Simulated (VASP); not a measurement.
Output of a VASP run:

### OSZICAR
```
       N       E                     dE             d eps       ncg     rms          rms(c)
DAV:   1     0.231509317987E+03    0.23151E+03   -0.10724E+08  2496   0.172E+08
DAV:   2    -0.649381020475E+04   -0.67253E+04   -0.43930E+04  4464   0.119E+03
DAV:   3    -0.135454332371E+06   -0.12896E+06   -0.10937E+06  4400   0.322E+03
DAV:   4    -0.283443747038E+05    0.10711E+06   -0.26963E+05  4432   0.300E+04
DAV:   5    -0.318812092381E+05   -0.35368E+04   -0.30644E+05  4476   0.682E+03    0.120E+02
DAV:   6     0.264976480115E+00    0.31881E+05   -0.39337E+03  2844   0.542E+02    0.329E+01
DAV:   7    -0.205438077945E+02   -0.20809E+02   -0.14752E+02  3024   0.130E+02    0.284E+01
DAV:   8    -0.553132430083E+02   -0.34769E+02   -0.23407E+01  3128   0.578E+01    0.470E+01
DAV:   9    -0.198262158514E+02    0.35487E+02   -0.48804E+01  2904   0.102E+02    0.170E+01
DAV:  10    -0.197091333594E+02    0.11708E+00   -0.14007E+01  3208   0.483E+01    0.142E+01
DAV:  11    -0.192621756982E+02    0.44696E+00   -0.14259E+00  3232   0.889E+00    0.112E+01
DAV:  12    -0.203847348937E+02   -0.11226E+01   -0.30896E+00  3148   0.165E+01    0.137E+01
DAV:  13    -0.198142860270E+02    0.57045E+00   -0.83383E+00  2944   0.358E+01    0.763E+00
DAV:  14    -0.200199506747E+02   -0.20566E+00   -0.28533E+00  2956   0.219E+01    0.818E+00
DAV:  15    -0.199128569236E+02    0.10709E+00   -0.10252E-01  2868   0.440E+00    0.667E+00
DAV:  16    -0.196051355837E+02    0.30772E+00   -0.96896E-01  3404   0.130E+01    0.259E+00
DAV:  17    -0.196488572091E+02   -0.43722E-01   -0.32356E-02  2732   0.237E+00    0.224E+00
DAV:  18    -0.196471793991E+02    0.16778E-02   -0.94006E-02  3040   0.442E+00    0.780E-01
DAV:  19    -0.196565430778E+02   -0.93637E-02   -0.13322E-02  3436   0.186E+00    0.421E-01
DAV:  20    -0.196571779491E+02   -0.63487E-03   -0.15837E-02  3288   0.189E+00    0.350E-01
DAV:  21    -0.196574293625E+02   -0.25141E-03   -0.54532E-04  3016   0.311E-01    0.264E-01
DAV:  22    -0.196572290774E+02    0.20029E-03   -0.15526E-03  3116   0.430E-01    0.649E-02
DAV:  23    -0.196572265986E+02    0.24788E-05   -0.19534E-04  2988   0.199E-01    0.220E-02
DAV:  24    -0.196572310262E+02   -0.44276E-05   -0.12757E-05  3240   0.404E-02    0.180E-02
DAV:  25    -0.196572345566E+02   -0.35304E-05   -0.23087E-05  3036   0.410E-02    0.161E-02
DAV:  26    -0.196572334122E+02    0.11444E-05   -0.64414E-06  3004   0.349E-02    0.789E-03
DAV:  27    -0.196572333590E+02    0.53209E-07   -0.31316E-07  2612   0.829E-03
   1 F= -.19657233E+02 E0= -.19657248E+02  d E =0.434876E-04
```

**OUTCAR**
```
------------------------ aborting loop because EDIFF is reached ----------------------------------------
  FORCE on cell =-STRESS in cart. coord.  units (eV):
  Direction    XX          YY          ZZ          XY          YZ          ZX
  --------------------------------------------------------------------------------------
  Total        2.1263088      2.1263088      2.1263088     -0.0000000      0.0000000      0.0000000
  in kB      179.3481718    179.3481718    179.3481718     -0.0000000      0.0000000      0.0000000
  external PRESSURE =     179.3481718 kB  Pullay stress =       0.0000000 kB
  volume of cell :       19.00
      direct lattice vectors                 reciprocal lattice vectors
     0.000000000  2.117727089  2.117727089    -0.236102188  0.236102188  0.236102188
     2.117727089  0.000000000  2.117727089     0.236102188 -0.236102188  0.236102188
     2.117727089  2.117727089  0.000000000     0.236102188  0.236102188 -0.236102188
 POSITION                                       TOTAL-FORCE (eV/Angst)
 -----------------------------------------------------------------------------------
      0.00000      0.00000      0.00000         0.000000     -0.000000      0.000000
      2.11773      2.11773      2.11773        -0.000000      0.000000     -0.000000
 -----------------------------------------------------------------------------------
    total drift:                                0.000000     -0.000000     -0.000000
  FREE ENERGIE OF THE ION-ELECTRON SYSTEM (eV)
  ---------------------------------------------------
  free  energy   TOTEN  =       -19.6572333590 eV

  energy  without entropy=      -19.6572768466  energy(sigma->0) =      -19.65724785
```
(Selected blocks of OUTCAR.)

### POSCAR
```
TiC
1
    0.0000000000     2.1177270888     2.1177270888
    2.1177270888     0.0000000000     2.1177270888
    2.1177270888     2.1177270888     0.0000000000
Ti C
1 1
Direct
  0.0000000000   0.0000000000   0.0000000000
  0.5000000000   0.5000000000   0.5000000000
```

Reconstruct the remaining input files.

One answer among several that fit: the input of the run itself, revTPSS meta-GGA, plane waves, VASP's PBE PAW potentials (set 64).

INCAR:
```
! general
SYSTEM   =  TiC
PREC     =  Accurate
ENCUT    =  520
LREAL    =  .False.
LASPH    =  .True.   ! aspherical one-centre terms

! electronic loop
EDIFF    =  1E-7
NELM     =  100   ! most electronic steps
ALGO     =  Normal
LMAXMIX  =  4   ! l cut-off of mixed one-centre charges
LMIXTAU  =  .True.

! smearing
ISMEAR   =  1   ! Methfessel-Paxton
SIGMA    =  0.1   ! width (eV)

! functional
METAGGA  =  RTPSS

! ions
ISIF     =  2   ! forces and stress, cell fixed

! output
LWAVE    =  .False.
LCHARG   =  .False.
```

### KPOINTS
```
Automatic
0
Gamma
 14 14 14
0 0 0
```

POTCAR, in this order: Ti_sv C (PBE.64 set). Program: vasp_std.

The compound is TiC in the rock salt structure. This cell is one point of a volume scan, at 0.94 of the reference volume.
